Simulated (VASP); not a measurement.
Method: PBEsol GGA, VASP's PBE PAW potentials (set 64) (plane waves; VASP).

VASP input:

**POSCAR**
```
CoSi
1
   -1.6612086857     1.6612086857     3.8013322158
    1.6612086857    -1.6612086857     3.8013322158
    1.6612086857     1.6612086857    -3.8013322158
Co Si
2 2
Direct
  0.7081124615   0.7081124615   0.0000000000
  0.4656371031   0.9581124615   0.5075246416
  0.2078875385   0.2078875385   0.0000000000
  0.9578875385   0.4578875385   0.5000000000
```

### KPOINTS
```
Automatic mesh
0
Gamma
12 12 12
0 0 0
```

INCAR:
```
SYSTEM  =  CoSi
PREC  =  Accurate; ENCUT  =  480; LREAL  =  .False.
LASPH  =  .True.
EDIFF  =  1E-7; NELM  =  100; ALGO  =  Normal
LMAXMIX  =  4
ISMEAR  =  1; SIGMA  =  0.1
GGA  =  PS
ISIF  =  2
LWAVE  =  .False.; LCHARG  =  .False.
```

POTCAR, in this order: Co Si (PBE.64 set). Program: vasp_std.

The resulting files:

OUTCAR:
```
 ion  position               nearest neighbor table
   1  0.708  0.708  0.000-   3 2.35   3 2.35   3 2.35   3 2.35   2 2.51   4 2.52   4 2.52   2 2.52
                             2 2.52   4 2.53   4 2.53   2 2.54
   2  0.466  0.958  0.508-   4 2.33   4 2.33   4 2.37   4 2.37   3 2.51   1 2.51   1 2.52   1 2.52
                             3 2.53   3 2.53   3 2.54   1 2.54
   3  0.208  0.208  0.000-   1 2.35   1 2.35   1 2.35   1 2.35   2 2.51   4 2.52   4 2.52   4 2.52
                             4 2.52   2 2.53   2 2.53   2 2.54
   4  0.958  0.458  0.500-   2 2.33   2 2.33   2 2.37   2 2.37   1 2.52   1 2.52   3 2.52   3 2.52
                             3 2.52   3 2.52   1 2.53   1 2.53
  LATTYP: Found a body centered tetragonal cell.
 ALAT       =     3.3224173714
 C/A-ratio  =     2.2882930053
 Subroutine PRICEL returns:
 Original cell was already a primitive cell.
 Subroutine GETGRP returns: Found  2 space group operations
The static configuration has the point symmetry C_1h.
The dynamic configuration has the point symmetry C_1h.
 Subroutine INISYM returns: Found  2 space group operations
 Subroutine IBZKPT returns following result:
 Found    476 irreducible k-points:

 Following reciprocal coordinates:
            Coordinates               Weight
  0.000000  0.000000  0.000000      1.000000
  0.083333  0.000000 -0.000000      2.000000
  0.000000  0.083333 -0.000000      4.000000
  0.000000  0.083333 -0.083333      2.000000
  0.166667  0.000000 -0.000000      2.000000
  0.000000  0.166667 -0.000000      4.000000
  0.000000  0.166667 -0.166667      2.000000
  0.250000  0.000000 -0.000000      2.000000
  0.000000  0.250000 -0.000000      4.000000
  0.000000  0.250000 -0.250000      2.000000
  0.333333  0.000000 -0.000000      2.000000
  0.000000  0.333333 -0.000000      4.000000
  0.000000  0.333333 -0.333333      2.000000
  0.416667  0.000000 -0.000000      2.000000
  0.000000  0.416667 -0.000000      4.000000
  0.000000  0.416667 -0.416667      2.000000
  0.500000  0.000000 -0.000000      1.000000
  0.000000  0.500000 -0.000000      2.000000
  0.000000  0.500000  0.500000      1.000000
  0.083333  0.083333 -0.000000      4.000000
  0.000000  0.166667 -0.083333      4.000000
  0.166667  0.083333 -0.000000      4.000000
  0.000000  0.250000 -0.083333      4.000000
  0.083333  0.166667 -0.250000      4.000000
  0.250000  0.000000 -0.166667      4.000000
  0.250000  0.083333 -0.000000      4.000000
  0.000000  0.333333 -0.083333      4.000000
  0.083333  0.250000 -0.333333      4.000000
  0.333333  0.000000 -0.250000      4.000000
  0.333333  0.083333 -0.000000      4.000000
  0.000000  0.416667 -0.083333      4.000000
  0.083333  0.333333 -0.416667      4.000000
  0.416667  0.000000 -0.333333      4.000000
  0.416667  0.083333 -0.000000      4.000000
  0.000000  0.500000 -0.083333      4.000000
  0.083333  0.416667  0.500000      4.000000
  0.500000  0.000000 -0.416667      4.000000
  0.500000  0.083333 -0.000000      4.000000
 -0.000000 -0.416667 -0.083333      4.000000
  0.083333  0.500000  0.416667      4.000000
   k-points           NKPTS =    476   k-points in BZ     NKDIM =    476   number of bands    NBANDS=     17
   number of dos      NEDOS =    301   number of ions     NIONS =      4
   total plane-waves  NPLWV =  32768
   dimension x,y,z NGX =    32 NGY =   32 NGZ =   32
   dimension x,y,z NGXF=    64 NGYF=   64 NGZF=   64
   ions per type =               2   2
   PREC   = accura    normal or accurate (medium, high low for compatibility)
   ISTART =      0    job   : 0-new  1-cont  2-samecut
   ICHARG =      2    charge: 1-file 2-atom 10-const
   ISPIN  =      1    spin polarized calculation?
   LNONCOLLINEAR =      F non collinear calculations
   LSORBIT =      F    spin-orbit coupling
...
```

OSZICAR:
```
       N       E                     dE             d eps       ncg     rms          rms(c)
DAV:   1     0.129092100567E+03    0.12909E+03   -0.11294E+04 16192   0.166E+03
DAV:   2    -0.250026035168E+02   -0.15409E+03   -0.15068E+03 16184   0.318E+02
DAV:   3    -0.319986363242E+02   -0.69960E+01   -0.68667E+01 20205   0.810E+01
DAV:   4    -0.322265336347E+02   -0.22790E+00   -0.22689E+00 21834   0.130E+01
DAV:   5    -0.322315484149E+02   -0.50148E-02   -0.50120E-02 21169   0.176E+00    0.209E+01
DAV:   6    -0.359084447321E+02   -0.36769E+01   -0.85523E+01 21304   0.147E+02    0.207E+01
DAV:   7    -0.289949526098E+02    0.69135E+01   -0.37946E+01 19181   0.103E+02    0.535E+00
DAV:   8    -0.290515235901E+02   -0.56571E-01   -0.18869E+00 17214   0.949E+00    0.196E+00
DAV:   9    -0.290224773291E+02    0.29046E-01   -0.19841E-01 23243   0.786E+00    0.128E+00
DAV:  10    -0.290136743032E+02    0.88030E-02   -0.75509E-02 23749   0.533E+00    0.625E-01
DAV:  11    -0.290112424835E+02    0.24318E-02   -0.35822E-03 22784   0.747E-01    0.141E-01
DAV:  12    -0.290111868973E+02    0.55586E-04   -0.70676E-04 24967   0.345E-01    0.509E-02
DAV:  13    -0.290111706612E+02    0.16236E-04   -0.42776E-05 24570   0.805E-02    0.210E-02
DAV:  14    -0.290111685868E+02    0.20744E-05   -0.63117E-06 25253   0.238E-02    0.747E-03
DAV:  15    -0.290111685226E+02    0.64146E-07   -0.13311E-06 24417   0.161E-02    0.252E-03
DAV:  16    -0.290111685760E+02   -0.53349E-07   -0.18335E-07  9644   0.746E-03
   1 F= -.29011169E+02 E0= -.29011690E+02  d E =0.156555E-02
```

OUTCAR:
```
------------------------ aborting loop because EDIFF is reached ----------------------------------------
  FORCE on cell =-STRESS in cart. coord.  units (eV):
  Direction    XX          YY          ZZ          XY          YZ          ZX
  --------------------------------------------------------------------------------------
  Total        0.1234254      0.1237924      0.0601071      0.0000000     -0.2471492      0.0000000
  in kB        4.7127128      4.7267252      2.2950494      0.0000000     -9.4368173      0.0000000
  external PRESSURE =       3.9114958 kB  Pullay stress =       0.0000000 kB
  volume of cell :       41.96
      direct lattice vectors                 reciprocal lattice vectors
    -1.661208686  1.661208686  3.801332216     0.000000000  0.300985664  0.131532834
     1.661208686 -1.661208686  3.801332216     0.300985664  0.000000000  0.131532834
     1.661208686  1.661208686 -3.801332216     0.300985664  0.300985664  0.000000000
 POSITION                                       TOTAL-FORCE (eV/Angst)
 -----------------------------------------------------------------------------------
      0.00000      0.00000      5.38354        -0.000000      0.025808     -0.008308
      1.66121      0.02500      3.48288         0.000000     -0.213427      0.001151
      0.00000      0.00000      1.58050        -0.000000      0.041675      0.003663
      0.00000      1.66121      3.48117        -0.000000      0.145944      0.003494
 -----------------------------------------------------------------------------------
    total drift:                                0.000001      0.000010      0.000034
  FREE ENERGIE OF THE ION-ELECTRON SYSTEM (eV)
  ---------------------------------------------------
  free  energy   TOTEN  =       -29.0111685760 eV

  energy  without entropy=      -29.0127341309  energy(sigma->0) =      -29.01169043
```
(Selected blocks of OUTCAR.)

The structure was generated: CoSi was put into the NbAs type (I4_1md), which need not be its known phase. This cell was strained or had an atom moved on purpose. The run is not spin-polarised, so no magnetic state was tried.
